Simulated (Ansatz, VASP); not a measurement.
**Li2BrF in VASP and in Ansatz**

```xyz
4
Lattice="1.7354 1.0019 5.2404 -1.7354 1.0019 5.2404 0.0000 -2.0038 5.2404" Properties=species:S:1:pos:R:3 pbc="T T T"
F     1.7354    1.0019    5.2404
Br    0.0000    0.0000    7.8606
Li    0.0000    0.0000    4.2122
Li    0.0000    0.0000   11.5090
```

Change from the starting cell: uniaxial_z strain -4.2%.

Alike in both runs: task single point; functional PBE; k mesh 8 × 8 × 8; occupations fermi-dirac, width 0.02 eV; no spin polarisation.

|  | VASP | Ansatz |
| --- | --- | --- |
| version | VASP 6.6.1 | Ansatz 0.2.0 |
| potentials or method | VASP PAW PBE potentials, release 64 (F, Br, Li_sv) | plane waves, PAW |
| plane-wave cutoff (eV) | 520 | 420 |
| valence electrons in the cell | 20 | 20 |

```csv
,VASP,Ansatz,Ansatz less VASP
gap on the k mesh at the Fermi level (eV),3.68,3.68,-0.008
rms of the force components (eV/Å),0.003,0.003,+0.0006
```

Atom by atom the forces differ by 0.001 eV/Å (rms over components).

 A k mesh can miss the band edges.
